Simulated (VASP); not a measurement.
# LaSi2Ru2 under strain, part 4 of 4

How does the pressure of LaSi2Ru2 answer to a change of volume? The bands are shown for each cell. All runs use PBEsol. Left out of this account: 1 further run (self-consistent run: a reference on another mesh). The start is a cell from a database of measured crystal structures.

VASP 6.6.1; PBEsol; plane waves and PAW (La, Si, Ru_pv).

Still holding for the runs below: This run has no spin polarisation. Its electron count is odd, so without a moment it is a metal by construction. Spin-orbit coupling is off here; with elements this heavy it splits and shifts levels by tenths of an eV or more.

So far, pressure (GPa): step 2 (bands, cell as listed) -6.62; step 3 (cell volume +4.0 %) -11.7; step 4 (cell volume +8.0 %) -15.8; step 5 (bands, sheared, principal strains -3.1, +0.9, +2.3 %) -6.23; step 6 (cell volume -4.0 %) -0.254.

The database entry behind the starting cell has ideal inner coordinates that were not refined, so it need not match the best structure at ambient conditions.

**7. Bands, volume times 0.92**

The cell is scaled evenly once more. A prediction first. A parabola through the 4 pressures of evenly scaled cells so far, P = -6.60 -142.7 t +309 t² GPa with t = ln(V/V₁) and V₁ the volume at scale 1, gives 7.45 GPa at t = -0.0834.

File INCAR:

```
SYSTEM = LaSi2Ru2
PREC = Accurate
ENCUT = 400
EDIFF = 1E-06
NELM = 100
ISMEAR = -1
SIGMA = 0.05
LREAL = .FALSE.
ALGO = Normal
GGA = PS
NBANDS = 38
LASPH = .TRUE.
LORBIT = 11
LWAVE = .FALSE.
LCHARG = .FALSE.
KPAR = 4
```

File POSCAR:

```
LaSi2Ru2
1.0
   -4.1039358111      0.0000000000      0.0000000000
    0.0000000000      4.1039358111      0.0000000000
    2.0519679056     -2.0519679056     -4.8389211871
La Si Ru
1 2 2
Direct
    0.0000000000      0.0000000000      0.0000000000
    0.6250000000      0.6250000000      0.2500000000
    0.3750000000      0.3750000000      0.7500000000
    0.7500000000      0.2500000000      0.5000000000
    0.2500000000      0.7500000000      0.5000000000
```

File KPOINTS:

```
Automatic mesh
0
Gamma
8 8 8
0 0 0
```

File KPOINTS_OPT:

```
Line mode
16
Line-mode
Reciprocal
  0.00000000   0.00000000   0.00000000 GAMMA
 -0.50000000   0.50000000   0.00000000 X

 -0.50000000   0.50000000   0.00000000 X
 -0.41008875   0.58991125  -0.08991125 Y

 -0.41008875   0.58991125  -0.08991125 Y
  0.00000000   0.58991125  -0.29495562 S

  0.00000000   0.58991125  -0.29495562 S
  0.00000000   0.00000000   0.00000000 GAMMA

  0.00000000   0.00000000   0.00000000 GAMMA
  0.00000000   0.00000000   0.50000000 Z

  0.00000000   0.00000000   0.50000000 Z
  0.00000000   0.41008875   0.29495562 S1

  0.00000000   0.41008875   0.29495562 S1
  0.00000000   0.50000000   0.00000000 N

  0.00000000   0.50000000   0.00000000 N
 -0.50000000   0.50000000   0.25000000 P

 -0.50000000   0.50000000   0.25000000 P
 -0.41008875   0.41008875   0.50000000 Y1

 -0.41008875   0.41008875   0.50000000 Y1
  0.00000000   0.00000000   0.50000000 Z

 -0.50000000   0.50000000   0.00000000 X
 -0.50000000   0.50000000   0.25000000 P
```

PAW data sets: La, Si and Ru_pv (PBE family, release 64).

Run with:

```console
$ mpirun -np 4 vasp_std
```

The program printed:

```text
[... set-up lines as in an earlier step ...]
 entering main loop
       N       E                     dE             d eps       ncg     rms          rms(c)
DAV:   1     0.360610736353E+03    0.36061E+03   -0.19398E+04  5978   0.140E+03
DAV:   2    -0.644184609911E+01   -0.36705E+03   -0.32363E+03  4780   0.336E+02
DAV:   3    -0.414450264734E+02   -0.35003E+02   -0.31600E+02  5656   0.980E+01
DAV:   4    -0.435926546823E+02   -0.21476E+01   -0.21213E+01  7764   0.226E+01
DAV:   5    -0.436453664211E+02   -0.52712E-01   -0.52608E-01  6074   0.271E+00    0.231E+01
DAV:   6    -0.428857549031E+02    0.75961E+00   -0.18742E+01  6504   0.256E+01    0.759E+00
DAV:   7    -0.414915152278E+02    0.13942E+01   -0.57585E+00  6562   0.146E+01    0.574E+00
DAV:   8    -0.414003310351E+02    0.91184E-01   -0.41756E-01  6316   0.336E+00    0.121E+00
DAV:   9    -0.413940062275E+02    0.63248E-02   -0.42464E-02  6956   0.118E+00    0.370E-01
DAV:  10    -0.413933867973E+02    0.61943E-03   -0.65172E-03  6104   0.479E-01    0.142E-01
DAV:  11    -0.413933308103E+02    0.55987E-04   -0.82434E-04  7980   0.213E-01    0.655E-02
DAV:  12    -0.413933485177E+02   -0.17707E-04   -0.13889E-04  6994   0.710E-02    0.196E-02
DAV:  13    -0.413933569968E+02   -0.84791E-05   -0.26316E-05  7296   0.197E-02    0.982E-03
DAV:  14    -0.413933592932E+02   -0.22964E-05   -0.10198E-05  7442   0.156E-02    0.589E-03
DAV:  15    -0.413933604545E+02   -0.11613E-05   -0.67126E-06  6770   0.106E-02    0.290E-03
DAV:  16    -0.413933603595E+02    0.95029E-07   -0.99945E-07  4040   0.451E-03
   1 F= -.41393360E+02 E0= -.41380967E+02  d E =-.247877E-01
 Start KPOINTS_OPT (optional k-point list driver)
k-point batch [1-59\176]
       N       E                     dE             ncg
DAV:   1     0.921758595177E+04   -0.54828E+05     5982
DAV:   2    -0.124034138201E+05   -0.21621E+05     4820
DAV:   3    -0.143096018871E+05   -0.19062E+04     5870
DAV:   4    -0.144259928280E+05   -0.11639E+03     7696
DAV:   5    -0.144287635490E+05   -0.27707E+01     5996
DAV:   6    -0.144290083534E+05   -0.24480E+00     7906
DAV:   7    -0.144290123619E+05   -0.40084E-02     6138
DAV:   8    -0.144290125288E+05   -0.16692E-03     7498
DAV:   9    -0.144290125368E+05   -0.79961E-05     3722
DAV:  10    -0.144290125373E+05   -0.55059E-06     3326
[...]
k-point batch [119-176\176]
       N       E                     dE             ncg
DAV:   1     0.102768262228E+05   -0.65692E+05     5788
DAV:   2    -0.109717301340E+05   -0.21249E+05     4760
DAV:   3    -0.129147542940E+05   -0.19430E+04     5626
DAV:   4    -0.130315691108E+05   -0.11681E+03     7572
DAV:   5    -0.130344079531E+05   -0.28388E+01     6074
DAV:   6    -0.130346554536E+05   -0.24750E+00     7672
DAV:   7    -0.130346597105E+05   -0.42569E-02     6186
DAV:   8    -0.130346599700E+05   -0.25951E-03     7346
DAV:   9    -0.130346599781E+05   -0.80106E-05     3826
DAV:  10    -0.130346599785E+05   -0.42312E-06     3212
```

Run time: 2.1 min. Hardware: 4 MPI ranks of Intel Xeon Platinum 8488C (Sapphire Rapids), shared host; peak memory 1.3 GiB.

OUTCAR, selected parts (step 7):

```text
   ENCUT  =  400.0 eV  29.40 Ry    5.42 a.u.   6.69  6.69  9.20*2*pi/ulx,y,z

   NELECT =      47.0000    total number of electrons

 E-fermi :  10.8945

 k-point     1 :       0.0000    0.0000    0.0000
  band No.  band energies     occupation
    ...
     20       9.6978      2.00000
     21      10.1866      2.00000
     22      10.2478      2.00000
     23      10.4619      1.99965
     24      10.4619      1.99965
     25      11.0374      0.10862
     26      12.5058      0.00000
     27      12.7590      0.00000
     28      12.7590      0.00000
     29      13.9935      0.00000
    ...

  Total        4.0997073      4.0997073      3.5138598      0.0000000      0.0000000     -0.0000000
  in kB       80.5960521     80.5960521     69.0788897      0.0000000      0.0000000     -0.0000000
  external PRESSURE =      76.7569980 kB  Pullay stress =       0.0000000 kB

 POSITION                                       TOTAL-FORCE (eV/Angst)
 -----------------------------------------------------------------------------------
      0.00000      0.00000      0.00000        -0.000000      0.000000      0.000000
     -2.05197      2.05197     -1.20973         0.000000     -0.000000     -1.256643
      0.00000     -0.00000     -3.62919        -0.000000      0.000000      1.256643
     -2.05197     -0.00000     -2.41946         0.000000     -0.000000      0.000000
      0.00000      2.05197     -2.41946        -0.000000     -0.000000      0.000000
 -----------------------------------------------------------------------------------
    total drift:                               -0.000000      0.000000     -0.000000

  FREE ENERGIE OF THE ION-ELECTRON SYSTEM (eV)
  ---------------------------------------------------
  free  energy   TOTEN  =       -41.3933603595 eV

  energy  without entropy=      -41.3685726683  energy(sigma->0) =      -41.38096651

[... 3 parts as in an earlier step ...]

[... 13 further parts left out ...]
```

Numbers from this step:

```yaml
free_energy_toten: -41.39 eV
energy_at_zero_smearing: -41.38 eV
fermi_energy: 10.89 eV
pressure: 7.676 GPa
```

The electronic bands at the labelled points (eV, zero at the Fermi level; # counts the bands kept, so #1 is VASP's band 11):

```
          point    #11    #12    #13    #14    #15   #16   #17   #18
              Γ  -0.71  -0.65  -0.43  -0.43   0.14  1.61  1.86  1.86
0.47 of the way  -0.99  -0.97  -0.81  -0.04   0.25  1.09  2.06  2.70
              X  -1.22  -0.86  -0.66  -0.59   0.10  1.98  2.22  2.83
0.47 of the way  -1.29  -1.09  -0.66  -0.31   0.07  1.98  2.22  2.85
              Y  -1.49  -1.35  -0.66   0.06   0.16  1.99  2.25  2.94
0.53 of the way  -1.90  -1.38  -0.87   0.34   1.14  1.78  2.64  2.97
              S  -1.69  -1.38  -1.31   0.84   0.86  1.52  2.92  2.94
0.53 of the way  -1.24  -0.83  -0.76  -0.11   0.12  0.99  2.08  2.21
              Γ  -0.71  -0.65  -0.43  -0.43   0.14  1.61  1.86  1.86
0.47 of the way   0.03   0.06   0.06   0.10   0.95  1.61  2.39  2.39
              Z   0.11   0.74   0.74   1.01   1.61  2.59  2.75  2.76
0.53 of the way  -0.77  -0.50  -0.18   1.34   1.52  2.43  2.58  2.83
             S1  -1.69  -1.38  -1.31   0.84   0.86  1.52  2.92  2.94
0.53 of the way  -1.69  -1.63  -1.39   0.02   0.67  1.92  2.93  2.99
              N  -1.73  -1.58  -1.21  -0.58   0.55  2.22  2.96  3.06
0.47 of the way  -1.54  -1.14  -1.04  -0.41   0.74  2.02  2.40  2.94
              P  -1.19  -0.63  -0.62  -0.35  -0.35  2.12  2.12  2.86
0.47 of the way  -1.23  -0.97  -0.65  -0.28  -0.07  2.03  2.20  2.86
             Y1  -1.49  -1.35  -0.66   0.06   0.16  1.99  2.25  2.94
0.53 of the way  -1.16  -0.67  -0.58   1.66   1.94  2.21  2.69  2.72
              Z   0.11   0.74   0.74   1.01   1.61  2.59  2.75  2.76
      jump to X  -1.22  -0.86  -0.66  -0.59   0.10  1.98  2.22  2.83
0.53 of the way  -1.20  -0.68  -0.65  -0.60  -0.05  2.03  2.19  2.85
              P  -1.19  -0.63  -0.62  -0.35  -0.35  2.12  2.12  2.86
```

Of the projections kept (La, Si, Ru), the largest for each band there; the rest of the weight can lie on other orbitals:

| point | #11 | #12 | #13 | #14 | #15 | #16 | #17 | #18 |
| --- | --- | --- | --- | --- | --- | --- | --- | --- |
| Γ | Ru 0.84 | La 0.80 | Ru 0.67 | Ru 0.67 | Ru 0.98 | Ru 1.00 | La 0.66 | La 0.66 |
| X | Ru 0.82 | Ru 0.50 | Ru 0.98 | Ru 0.98 | Ru 0.64 | Ru 0.83 | Ru 0.91 | La 0.83 |
| Y | Ru 0.86 | Ru 0.88 | Ru 0.98 | Ru 0.70 | Ru 0.74 | Ru 0.84 | Ru 0.81 | La 0.83 |
| S | Ru 0.90 | Ru 0.96 | Ru 0.98 | Ru 0.56 | Ru 0.67 | Ru 0.47 | La 0.87 | La 0.80 |
| Γ | Ru 0.84 | La 0.80 | Ru 0.67 | Ru 0.67 | Ru 0.98 | Ru 1.00 | La 0.66 | La 0.66 |
| Z | Ru 1.00 | Ru 0.74 | Ru 0.74 | La 0.47 | Ru 1.00 | Ru 0.75 | La 0.96 | La 1.00 |

Force by atom:

| atom | x (eV/Å) | y (eV/Å) | z (eV/Å) | size |
| --- | --- | --- | --- | --- |
| La1 | 0.00 | 0.00 | 0.00 | 0.00 |
| Si2 | 0.00 | 0.00 | -1.26 | 1.26 |
| Si3 | 0.00 | 0.00 | 1.26 | 1.26 |
| Ru4 | 0.00 | 0.00 | 0.00 | 0.00 |
| Ru5 | 0.00 | 0.00 | 0.00 | 0.00 |

 The pressure is 7.68 GPa. The parabola predicted 7.45 GPa, -0.23 GPa off.

**8. Bands, atoms displaced by up to 0.14 Å**

The atoms are moved off their sites at random, as a crude picture of disorder.

INCAR is that of step 7.

File POSCAR:

```
LaSi2Ru2
1.0
   -4.2196000000      0.0000000000      0.0000000000
    0.0000000000      4.2196000000      0.0000000000
    2.1098000000     -2.1098000000     -4.9753000000
La Si Ru
1 2 2
Direct
   -0.0086680000     -0.0086260000     -0.0012300000
    0.6394560000      0.6147850000      0.2618500000
    0.3637900000      0.3580650000      0.7468660000
    0.7419460000      0.2522850000      0.4957480000
    0.2269740000      0.7250020000      0.4987340000
```

KPOINTS is that of step 7.

File KPOINTS_OPT:

```
Line mode
16
Line-mode
Reciprocal
  0.00000000   0.00000000   0.00000000 GAMMA
  0.50000000   0.50000000  -0.50000000 X

  0.50000000   0.50000000  -0.50000000 X
  0.58991125   0.41008875  -0.50000000 Y

  0.58991125   0.41008875  -0.50000000 Y
  0.58991125   0.00000000  -0.29495562 S

  0.58991125   0.00000000  -0.29495562 S
  0.00000000   0.00000000   0.00000000 GAMMA

  0.00000000   0.00000000   0.00000000 GAMMA
  0.00000000   0.00000000   0.50000000 Z

  0.00000000   0.00000000   0.50000000 Z
  0.41008875   0.00000000   0.29495562 S1

  0.41008875   0.00000000   0.29495562 S1
  0.50000000   0.00000000   0.00000000 N

  0.50000000   0.00000000   0.00000000 N
  0.50000000   0.50000000  -0.25000000 P

  0.50000000   0.50000000  -0.25000000 P
  0.41008875   0.41008875   0.08991125 Y1

  0.41008875   0.41008875   0.08991125 Y1
  0.00000000   0.00000000   0.50000000 Z

  0.50000000   0.50000000  -0.50000000 X
  0.50000000   0.50000000  -0.25000000 P
```

Run with:

```console
$ mpirun -np 4 vasp_std
```

The program printed:

```text
[... set-up lines as in an earlier step ...]
 entering main loop
       N       E                     dE             d eps       ncg     rms          rms(c)
DAV:   1     0.362499168334E+03    0.36250E+03   -0.19296E+04 25720   0.137E+03
DAV:   2    -0.500168656869E+01   -0.36750E+03   -0.32677E+03 21532   0.333E+02
DAV:   3    -0.411015906056E+02   -0.36100E+02   -0.32349E+02 24918   0.980E+01
DAV:   4    -0.433815939621E+02   -0.22800E+01   -0.22488E+01 34066   0.228E+01
DAV:   5    -0.434398519441E+02   -0.58258E-01   -0.58125E-01 27040   0.285E+00    0.201E+01
DAV:   6    -0.427806249881E+02    0.65923E+00   -0.17771E+01 28340   0.239E+01    0.736E+00
DAV:   7    -0.414382563915E+02    0.13424E+01   -0.55583E+00 29136   0.139E+01    0.492E+00
DAV:   8    -0.413528523116E+02    0.85404E-01   -0.44253E-01 27758   0.345E+00    0.119E+00
DAV:   9    -0.413527598498E+02    0.92462E-04   -0.90252E-02 29364   0.236E+00    0.858E-01
DAV:  10    -0.413443141697E+02    0.84457E-02   -0.28632E-02 26476   0.137E+00    0.325E-01
DAV:  11    -0.413440406788E+02    0.27349E-03   -0.58212E-03 28052   0.443E-01    0.128E-01
DAV:  12    -0.413440556714E+02   -0.14993E-04   -0.63868E-04 34178   0.173E-01    0.575E-02
DAV:  13    -0.413440903502E+02   -0.34679E-04   -0.19672E-04 32510   0.871E-02    0.199E-02
DAV:  14    -0.413440976262E+02   -0.72760E-05   -0.29700E-05 36410   0.247E-02    0.121E-02
DAV:  15    -0.413441031361E+02   -0.55100E-05   -0.27850E-05 31200   0.212E-02    0.594E-03
DAV:  16    -0.413441035254E+02   -0.38928E-06   -0.30412E-06 22980   0.709E-03
   1 F= -.41344104E+02 E0= -.41332395E+02  d E =-.234165E-01
 Start KPOINTS_OPT (optional k-point list driver)
k-point batch [1-176\176]
       N       E                     dE             ncg
DAV:   1     0.269882221835E+05   -0.15834E+06    17408
DAV:   2    -0.376109703037E+05   -0.64599E+05    14662
DAV:   3    -0.436456507292E+05   -0.60347E+04    16764
DAV:   4    -0.440279950200E+05   -0.38234E+03    23348
DAV:   5    -0.440376853469E+05   -0.96903E+01    18128
DAV:   6    -0.440384758087E+05   -0.79046E+00    23704
DAV:   7    -0.440384912593E+05   -0.15451E-01    18130
DAV:   8    -0.440384919806E+05   -0.72125E-03    22618
DAV:   9    -0.440384920118E+05   -0.31221E-04    11458
DAV:  10    -0.440384920143E+05   -0.25135E-05     9984
DAV:  11    -0.440384920149E+05   -0.54802E-06     9394
```

Run time: 4.9 min. Hardware: 4 MPI ranks; peak memory 3.6 GiB.

OUTCAR, selected parts (step 8):

```text
   NELECT =      47.0000    total number of electrons

 E-fermi :   9.7970

 k-point     1 :       0.0000    0.0000    0.0000
  band No.  band energies     occupation
    ...
     20       8.7505      2.00000
     21       9.1289      2.00000
     22       9.3256      1.99984
     23       9.3880      1.99944
     24       9.4693      1.99716
     25       9.9316      0.12707
     26      11.0715      0.00000
     27      11.6493      0.00000
     28      11.7012      0.00000
     29      12.5996      0.00000
    ...

  Total       -2.6445898     -2.7706382     -2.5520502     -0.1977617      1.0122448      1.0023406
  in kB      -47.8307361    -50.1104805    -46.1570408     -3.5767701     18.3077218     18.1285921
  external PRESSURE =     -48.0327525 kB  Pullay stress =       0.0000000 kB

 POSITION                                       TOTAL-FORCE (eV/Angst)
 -----------------------------------------------------------------------------------
     -2.07582      2.07600     -4.96918        -0.095285     -0.150438     -0.028652
     -2.14580      2.04170     -1.30278         1.274637      0.753821     -0.572344
      0.04069     -0.06485     -3.71588        -0.122856     -0.118208      1.402683
     -2.08479      0.01861     -2.46650         0.354352     -1.290261     -0.413363
      0.09449      2.00699     -2.48135        -1.410848      0.805086     -0.388324
 -----------------------------------------------------------------------------------
    total drift:                                0.000406     -0.000051      0.000275

  FREE ENERGIE OF THE ION-ELECTRON SYSTEM (eV)
  ---------------------------------------------------
  free  energy   TOTEN  =       -41.3441035254 eV

  energy  without entropy=      -41.3206870591  energy(sigma->0) =      -41.33239529

[... 5 parts as in an earlier step ...]

[... 12 further parts left out ...]
```

This step gave:

```yaml
irreducible_k_points: 260
symmetry_operations: 1
free_energy_toten: -41.34 eV
energy_at_zero_smearing: -41.33 eV
fermi_energy: 9.797 eV
pressure: -4.803 GPa
```

Electronic bands along the path, in eV, zero at the Fermi level; # counts the bands kept, so #1 is VASP's band 11:

| point | #11 | #12 | #13 | #14 | #15 | #16 | #17 | #18 |
| --- | --- | --- | --- | --- | --- | --- | --- | --- |
| Γ | -0.67 | -0.47 | -0.41 | -0.33 | 0.13 | 1.27 | 1.85 | 1.90 |
| 0.53 of the way | -1.01 | -0.93 | -0.75 | -0.06 | 0.12 | 1.15 | 1.79 | 2.59 |
| X | -1.36 | -0.83 | -0.59 | -0.48 | 0.00 | 1.74 | 1.85 | 2.55 |
| 0.53 of the way | -1.42 | -1.03 | -0.60 | -0.21 | -0.02 | 1.74 | 1.86 | 2.58 |
| Y | -1.55 | -1.22 | -0.61 | -0.02 | 0.17 | 1.75 | 1.89 | 2.65 |
| 0.53 of the way | -1.66 | -1.27 | -0.81 | 0.35 | 1.05 | 1.67 | 2.33 | 2.69 |
| S | -1.50 | -1.38 | -1.11 | 0.87 | 0.93 | 1.40 | 2.59 | 2.72 |
| 0.47 of the way | -1.27 | -1.01 | -0.88 | -0.03 | 0.29 | 1.02 | 1.92 | 2.29 |
| Γ | -0.67 | -0.47 | -0.41 | -0.33 | 0.13 | 1.27 | 1.85 | 1.90 |
| 0.47 of the way | -0.19 | -0.08 | 0.14 | 0.20 | 0.97 | 1.29 | 2.26 | 2.29 |
| Z | -0.06 | 0.58 | 0.64 | 1.07 | 1.29 | 2.33 | 2.50 | 2.67 |
| 0.47 of the way | -0.60 | -0.45 | -0.02 | 1.32 | 1.53 | 2.31 | 2.36 | 2.57 |
| S1 | -1.50 | -1.38 | -1.11 | 0.87 | 0.93 | 1.40 | 2.59 | 2.72 |
| 0.47 of the way | -1.57 | -1.38 | -1.26 | 0.22 | 0.76 | 1.72 | 2.63 | 2.73 |
| N | -1.52 | -1.51 | -1.00 | -0.44 | 0.62 | 2.07 | 2.69 | 2.75 |
| 0.47 of the way | -1.58 | -1.08 | -0.94 | -0.30 | 0.69 | 1.80 | 2.17 | 2.64 |
| P | -1.31 | -0.66 | -0.60 | -0.35 | -0.27 | 1.77 | 1.83 | 2.59 |
| 0.47 of the way | -1.33 | -0.92 | -0.62 | -0.27 | -0.05 | 1.70 | 1.90 | 2.59 |
| Y1 | -1.51 | -1.24 | -0.64 | 0.00 | 0.19 | 1.66 | 1.93 | 2.66 |
| 0.53 of the way | -1.04 | -0.68 | -0.58 | 1.54 | 1.64 | 2.05 | 2.44 | 2.55 |
| Z | -0.06 | 0.58 | 0.64 | 1.07 | 1.29 | 2.33 | 2.50 | 2.67 |
| jump to X | -1.36 | -0.83 | -0.59 | -0.48 | 0.00 | 1.74 | 1.85 | 2.55 |
| 0.47 of the way | -1.34 | -0.76 | -0.59 | -0.45 | -0.09 | 1.76 | 1.84 | 2.56 |
| P | -1.31 | -0.66 | -0.60 | -0.35 | -0.27 | 1.77 | 1.83 | 2.59 |

Of the projections kept (La, Si, Ru), the largest for each band there; the rest of the weight can lie on other orbitals:

```csv
point,#11,#12,#13,#14,#15,#16,#17,#18
Γ,Ru 0.81,Ru 0.63,Ru 0.56,Ru 0.72,Ru 0.91,Ru 0.97,La 0.71,La 0.68
X,Ru 0.85,Ru 0.71,Ru 0.97,Ru 0.89,Ru 0.67,Ru 0.87,Ru 0.92,La 0.83
Y,Ru 0.89,Ru 0.89,Ru 0.98,Ru 0.71,Ru 0.74,Ru 0.88,Ru 0.82,La 0.83
S,Ru 0.90,Ru 0.95,Ru 0.97,Ru 0.56,Ru 0.65,Ru 0.50,La 0.83,La 0.88
Γ,Ru 0.81,Ru 0.63,Ru 0.56,Ru 0.72,Ru 0.91,Ru 0.97,La 0.71,La 0.68
Z,Ru 0.99,Ru 0.76,Ru 0.78,La 0.51,Ru 0.99,Ru 0.74,La 0.96,La 0.95
```

Force by atom:

```csv
atom,x (eV/Å),y (eV/Å),z (eV/Å),size
La1,-0.10,-0.15,-0.03,0.18
Si2,1.27,0.75,-0.57,1.59
Si3,-0.12,-0.12,1.40,1.41
Ru4,0.35,-1.29,-0.41,1.40
Ru5,-1.41,0.81,-0.39,1.67
```

 The pressure is -4.80 GPa, and the symmetry operations fall from 16 to 1.

**9. The runs together**

| cell | mesh | pressure (GPa) | gap (eV) |
| --- | --- | --- | --- |
| cell as listed | 8×8×8 | -6.62 | none |
| volume times 1.04 | 8×8×8 | -11.70 | none |
| volume times 1.08 | 8×8×8 | -15.75 | none |
| sheared, principal strains -3.1, +0.9, +2.3 % | 8×8×8 | -6.23 | none |
| volume times 0.96 | 8×8×8 | -0.25 | none |
| volume times 0.92 | 8×8×8 | 7.68 | none |
| atoms displaced by up to 0.14 Å | 8×8×8 | -4.80 | none |

**10. Results**

| Item | Value |
| --- | --- |
| pressure, cell as listed | -6.62 GPa |
| pressure, volume times 1.04 | -11.7 GPa |
| pressure, volume times 1.08 | -15.8 GPa |
| pressure, sheared, principal strains -3.1, +0.9, +2.3 % | -6.23 GPa |
| pressure, volume times 0.96 | -0.254 GPa |
| pressure, volume times 0.92 | 7.68 GPa |
| pressure, atoms displaced by up to 0.14 Å | -4.80 GPa |
| bulk modulus at the listed volume, shape and positions held | 144 GPa |

**Reading.** The slope of pressure against ln V at the listed volume gives a bulk modulus of 144 GPa at fixed shape and positions, an upper bound since the atoms bear forces (not that of equilibrium, since the cell bears -6.6 GPa there). The atoms were not relaxed in the changed cells. Spin-orbit coupling is left out, and with elements this heavy it would split and shift bands near the Fermi level. With an odd electron count and no spin the cell is a metal by construction.

[Lines on the potential files, build, host, timing and source positions are cut from VASP's logs without a mark.]

[Logs are printed without paths, hosts, clocks, repeated set-up lines and the standing remarks that a program may print on its own settings, such as how far it seeks lower states.]

[Hosts, paths, dates, database ids (printed as entryN), source tags and the programs' standing remarks are cut or masked in the printed files.]

[A measured line is paired with the nearest computed mode of its activity, which favours agreement.]

[In band tables of VASP the shares of atoms and orbitals are scaled to a sum of 1 inside the atoms' spheres.]
